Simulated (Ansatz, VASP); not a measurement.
## One calculation of LiReC4, two programs

Contents of INCAR:

```
PREC = Accurate
ENCUT = 520
EDIFF = 1E-6
ISMEAR = 0
SIGMA = 0.1
LREAL = False
LASPH = True
NELM = 100
ALGO = Normal
ISIF = 2
LWAVE = False
LCHARG = False
GGA = PE
NBANDS = 22
```

File KPOINTS:

```
regular mesh
0
Gamma
  6 6 6
```

File POSCAR:

```
LiReC4
1.0
    2.2218486200      1.2827849000      4.2141792200
   -2.2218486200      1.2827849000      4.2141792200
    0.0000000000     -2.5655698000      4.2141792200
Li Re C
1 1 4
Direct
    0.5363095600      0.5363095600      0.5363095600
    0.7412468600      0.7412468600      0.7412468600
    0.1890955100      0.6752185100      0.1890955100
    0.1890955100      0.1890955100      0.6752185100
    0.6752185100      0.1890955100      0.1890955100
    0.3244818200      0.3244818200      0.3244818200
```

Input for Ansatz:

```yaml
crystal:
  lattice:
    - [2.22184862, 1.2827849, 4.21417922]
    - [-2.22184862, 1.2827849, 4.21417922]
    - [0.0, -2.5655698, 4.21417922]
  atoms:
    - { symbol: Li, position: [0.53630956, 0.53630956, 0.53630956] }
    - { symbol: Re, position: [0.74124686, 0.74124686, 0.74124686] }
    - { symbol: C, position: [0.18909551, 0.67521851, 0.18909551] }
    - { symbol: C, position: [0.18909551, 0.18909551, 0.67521851] }
    - { symbol: C, position: [0.67521851, 0.18909551, 0.18909551] }
    - { symbol: C, position: [0.32448182, 0.32448182, 0.32448182] }
basis:
  ecutwfc: 420
kpoints:
  mp_grid: { grid: [6, 6, 6] }
hamiltonian:
  xc: pbe
scf:
  occupations: { method: gaussian, width: 0.1 }
  lower_state_search: "off"
output:
  forces: true
  stress: true
  eigenvalues: true
```

Alike in both runs: task single point; functional PBE; k mesh 6 × 6 × 6; occupations gaussian, width 0.1 eV; no spin polarisation.

|  | VASP | Ansatz |
| --- | --- | --- |
| version | VASP 6.6.1 | Ansatz 0.2.0 |
| potentials or method | VASP PAW PBE potentials, release 64 (Li_sv, Re, C) | scalar-relativistic, plane waves, PAW |
| plane-wave cutoff (eV) | 520 | 420 |
| valence electrons in the cell | 26 | 34 |

|  | VASP | Ansatz | Ansatz less VASP |
| --- | --- | --- | --- |
| gap on the k mesh at the Fermi level (eV) | none | none | - |
| rms of the force components (eV/Å) | 3.383 | 3.357 | -0.0268 |

Atom by atom the forces differ by 0.041 eV/Å (rms over components). A gap of «none» marks a metal or a gap that the smearing closes. The functional is the same, so the differences come from potentials, cutoffs and numerics. The two sets of potentials don't hold the same shells in valence.

Caveats: forces of over 1 eV/Å show positions far from the minimum, so gaps and moduli don't describe the material at rest. Spin-orbit coupling is left out, which matters for the levels of Re.
